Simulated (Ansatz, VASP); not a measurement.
# KMgF3: VASP beside Ansatz, part 3 of 3

One calculation is typed for both programs; each brings its own data sets and cutoff. How far apart do they land? The cell is taken from a series of VASP runs on this material, whose earlier steps may have relaxed, scaled or displaced it; both programs get it as it stands.

VASP 6.6.1 and Ansatz 0.2.0.

So far. Step 2 (Ansatz: elastic constants, PBEsol): The run ends at a pressure of 0.37 GPa.

## 5. Ansatz: zone-centre phonons, PBEsol

Level of this step: Ansatz beside VASP: Kohn-Sham DFT, plane waves, PBEsol (Ansatz).

Second derivatives magnify differences that forces hide, and they need a tight electronic threshold.

The cell is taken from a series of VASP runs on this material, whose earlier steps may have relaxed, scaled or displaced it; both programs get it as it stands.

input.yaml reads:

```yaml
crystal:
  lattice:
    - [3.9846332454, 0.0, 0.0]
    - [0.0, 3.9846332454, 0.0]
    - [0.0, 0.0, 3.9846332454]
  atoms:
    - { symbol: K, position: [0.5, 0.5, 0.5] }
    - { symbol: Mg, position: [0.0, 0.0, 0.0] }
    - { symbol: F, position: [0.0, 0.0, 0.5] }
    - { symbol: F, position: [0.0, 0.5, 0.0] }
    - { symbol: F, position: [0.5, 0.0, 0.0] }
hamiltonian:
  xc: pbesol
  pseudopotentials: { kind: paw }
kpoints:
  mp_grid: { grid: [8, 8, 8] }
scf:
  occupations: { method: fixed }
phonons:
  method: dfpt
  qpoints: [[0, 0, 0]]
  dielectric: true
  rigid_motions: translations
```

Started as:

```sh
> ansatz run input.yaml --threads 4 --pin off --max-ram 9216MiB --backend cpu --events-out ev --progress --plain --runs-dir out
```

Numbers of over 12 decimals in the logs are rounded to 6 here.

The program printed:

```text
[...]
Crystal: 5 atoms, lattice volume = 63.265 Å³
Basis set: ecut = 420 eV, 1237 PW (Γ), exchange–correlation on 54×54×54 points (8 copies of the dense FFT grid, shifted against one another)
Bands: 25, of which v1, the nominal top of the filled ones, is band 20 counted from 1 (19 counted from 0)
Symmetry: 48 space group operations
k-points: 170 of 512 (irreducible under 2 space group operations, time reversal used)
[...]
281.73      2             6.0588
        340.60      1             1.3955
        467.47      2             7.9755
        556.94      1             7.1568
--- Phonons (arbitrary-q DFPT): 1 explicit q-point ---
  q = [0, 0, 0] (of the zone-centre solve; hermiticity 3.39e-7, symmetrization 5.35e-8): -0.00 -0.00 0.00 144.38 144.38 144.38 181.55 181.55 181.55 281.73 281.73 281.73 467.47 467.47 467.47
  sum rule: each row above includes the acoustic sum rule's correction from the zone centre's row sums; it moved no ω² by more than (4.10 cm⁻¹)²
[key lines of the parts left out:]
SCF converged after 8 iterations
Free energy (F): -5837.492654 eV
Fermi energy:    2.753854 eV
```

Wall time 50 s (4 threads of Arm Neoverse V1, shared host); peak memory 1.2 GiB; 3.2 min of CPU time.

## 6. VASP: zone-centre phonons, PBEsol

The same cell, functional and mesh now go to VASP, with its own data sets and cutoff.

INCAR reads:

```
SYSTEM = KMgF3
PREC = Accurate
ENCUT = 560
EDIFF = 1E-08
NELM = 100
ISMEAR = 0
SIGMA = 0.03
LREAL = .FALSE.
ALGO = Normal
GGA = PS
NBANDS = 22
LORBIT = 11
LWAVE = .FALSE.
LCHARG = .FALSE.
KPAR = 8
IBRION = 8
LEPSILON = .TRUE.
LPEAD = .TRUE.
ISIF = 2
```

POSCAR reads:

```
KMgF3
1.0
    3.9846332454      0.0000000000      0.0000000000
    0.0000000000      3.9846332454      0.0000000000
    0.0000000000      0.0000000000      3.9846332454
K Mg F
1 1 3
Direct
    0.5000000000      0.5000000000      0.5000000000
    0.0000000000      0.0000000000      0.0000000000
    0.0000000000      0.0000000000      0.5000000000
    0.0000000000      0.5000000000      0.0000000000
    0.5000000000      0.0000000000      0.0000000000
```

KPOINTS reads:

```
Automatic mesh
0
Gamma
8 8 8
0 0 0
```

The projector-augmented-wave data sets are K_sv, Mg and F (PBE family, release 64).

Started as:

```sh
> mpirun -np 8 vasp_std
```

The program printed:

```text
[banner, memory and clock lines left out]
running    8 mpi-ranks, on    1 nodes
[...]
[... a notice as in an earlier step ...]

 [... a notice as in an earlier step ...]

 LDA part: xc-table for (Slater+PW92), standard interpolation
 POSCAR, INCAR and KPOINTS ok, starting setup
[...]
entering main loop
       N       E                     dE             d eps       ncg     rms          rms(c)
DAV:   1     0.240275823879E+03    0.24028E+03   -0.18368E+04  1580   0.148E+03
DAV:   2    -0.150272165794E+02   -0.25530E+03   -0.24462E+03  1988   0.374E+02
DAV:   3    -0.265640850666E+02   -0.11537E+02   -0.11491E+02  2110   0.759E+01
DAV:   4    -0.271352969360E+02   -0.57121E+00   -0.57056E+00  2450   0.991E+00
[...]
DAV:  16    -0.252650599782E+02   -0.32991E-07   -0.67006E-09  1330   0.629E-04    0.659E-04
DAV:  17    -0.252650600118E+02   -0.33576E-07   -0.16149E-08  1170   0.909E-04    0.733E-05
DAV:  18    -0.252650600154E+02   -0.36421E-08   -0.11075E-09   854   0.230E-04
[...]
RMM:  15    -0.535284089175E+00   -0.17157E-08   -0.38287E-09  9572   0.102E-05    0.202E-06
 first order change of Fermi-energy  -0.16983E-02
 force on displaced ion       3 direction 1 :  -2.806   0.000   0.000
 Born effective charge ion    3 direction 1 :  -0.964   0.000   0.000
 Linear response progress:
  Degree of freedom:   4/  4
       N       E                     dE             d eps       ncg     rms          rms(c)
RMM:   1    -0.534306157913E+00   -0.53431E+00    0.77345E-01  5591   0.386E+00
RMM:   2    -0.533746725958E+00    0.55943E-03   -0.65220E-03  5416   0.499E-01    0.106E-01
RMM:   3    -0.535216486566E+00   -0.14698E-02   -0.64312E-04  5255   0.133E-01    0.585E-02
RMM:   4    -0.537272648108E+00   -0.20562E-02   -0.59685E-04  5287   0.125E-01    0.128E-02
[...]
RMM:  11    -0.537173930916E+00   -0.18311E-06   -0.54173E-08  7037   0.158E-04    0.500E-06
RMM:  12    -0.537173895063E+00    0.35853E-07    0.10368E-08  6799   0.691E-05    0.172E-06
RMM:  13    -0.537173885794E+00    0.92688E-08   -0.90981E-09  6645   0.329E-05    0.138E-06
 first order change of Fermi-energy  -0.35658E-04
 force on displaced ion       3 direction 3 :  -0.000  -0.000 -10.962
 Born effective charge ion    3 direction 3 :   0.000   0.000  -1.250
 Born effective charges drift removed
 Linear response finished
```

OUTCAR, selected parts (step 6):

```text
  Total        0.0101229      0.0101229      0.0101229      0.0000000      0.0000000     -0.0000000
[...]
2     0.00000    -1.25005     0.00000
    3     0.00000    -0.00000    -0.96371
 ion    5
    1    -1.25005    -0.00000     0.00000
    2    -0.00000    -0.96371    -0.00000
    3     0.00000     0.00000    -0.96371

 MACROSCOPIC STATIC DIELECTRIC TENSOR IONIC CONTRIBUTION
 ------------------------------------------------------
           4.612404     0.000000    -0.000000
           0.000000     4.612404    -0.000000
          -0.000000    -0.000000     4.612404
 ------------------------------------------------------

[... 1 further part left out ...]
```

## 7. Side by side

What differs besides the data sets and the points named for the pairs above, as far as they apply: the cutoff is 420 eV in Ansatz and 560 eV in VASP. Total energies have different zeros and are not compared.

The two programs side by side:

```csv
quantity,Ansatz,VASP,difference
ε∞ xx,2.12,2.10,+1.20 %
ε∞ yy,2.12,2.10,+1.20 %
ε∞ zz,2.12,2.10,+1.20 %
Born charge of K1 (mean of the diagonal) (e),1.19,1.18,+0.01
Born charge of Mg2 (mean of the diagonal) (e),2.00,1.99,+0.01
Born charge of F3 (mean of the diagonal) (e),-1.06,-1.06,0.00
optical mode 1 to 3 (cm⁻¹),144.4,148.1,-2.53 %
optical mode 4 to 6 (cm⁻¹),181.6,185.1,-1.93 %
optical mode 7 to 9 (cm⁻¹),281.7,284.4,-0.95 %
optical mode 10 to 12 (cm⁻¹),467.5,468.8,-0.28 %
```

Modes are paired by rising frequency and degeneracy, not by their patterns, so a pair may still set unlike modes beside each other.

## 8. Outcome

```json
{
  "difference in C44 (elastic constants, PBEsol)": "-3.1 %",
  "r.m.s. difference of the optical zone-centre modes, each program's sorted by frequency (zone-centre phonons, PBEsol)": "3.0 cm⁻¹",
  "difference in optical mode 1 to 3 (zone-centre phonons, PBEsol)": "-2.5 %"
}
```

In words: The difference in C44 is -3.1 % (elastic constants, PBEsol), within the 5 % picked in this series as the mark of a large difference. Among the rows given in per cent, the largest difference of the zone-centre phonons, PBEsol pair is in optical mode 1 to 3, -2.5 %. Such differences can come from data sets, numerical settings and the points named under the comparisons, not from the functional's error against experiment.

[Lines on the potential files, build, host, timing and source positions are cut from VASP's logs without a mark.]

[Logs are printed without paths, hosts, clocks, repeated set-up lines and the standing remarks that a program may print on its own settings, such as how far it seeks lower states.]

[Hosts, paths, dates, database ids (printed as entryN), source tags and the programs' standing remarks are cut or masked in the printed files.]
